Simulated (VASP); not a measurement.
```xyz
2
Lattice="3.6891 0.0000 0.0000 0.0000 3.6891 0.0000 0.0000 0.0000 3.6891" Properties=species:S:1:pos:R:3 pbc="T T T"
Cs     0.0000     0.0000     0.0000
Cl     1.8445     1.8445     1.8445
```

Method: LDA (Ceperley-Alder, Perdew-Zunger), VASP's LDA PAW potentials (set 64) (plane waves; VASP 6.6.1). Run with 500 eV cut-off, 7×7×7 Γ-centred mesh, Gaussian smearing of 0.050 eV, potentials Cs_sv Cl.

Energy and stress use the plane-wave basis of the starting cell.

**Question.** The ions, cell shape and volume at an external pressure of 20.0 GPa are relaxed. What does this cell relax into?

**Answer.** 
```xyz
2
Lattice="3.5530 0.0000 0.0000 0.0000 3.5530 0.0000 0.0000 0.0000 3.5530" Properties=species:S:1:pos:R:3 pbc="T T T"
Cs     0.0000     0.0000     0.0000
Cl     1.7765     1.7765     1.7765
```
Space group Pm-3m (221), at a tolerance of 0.03 Å.

**Question.** How do energy and volume change from the first to the last step?

**Answer.** The energy (σ→0) changes by +242.3 meV/atom and the volume by -10.7 %, in 4 ionic steps.

The compound is CsCl in the CsCl type structure. This run relaxes it under an external pressure of 20 GPa. Symmetry was kept, so distortions that lower it aren't found.
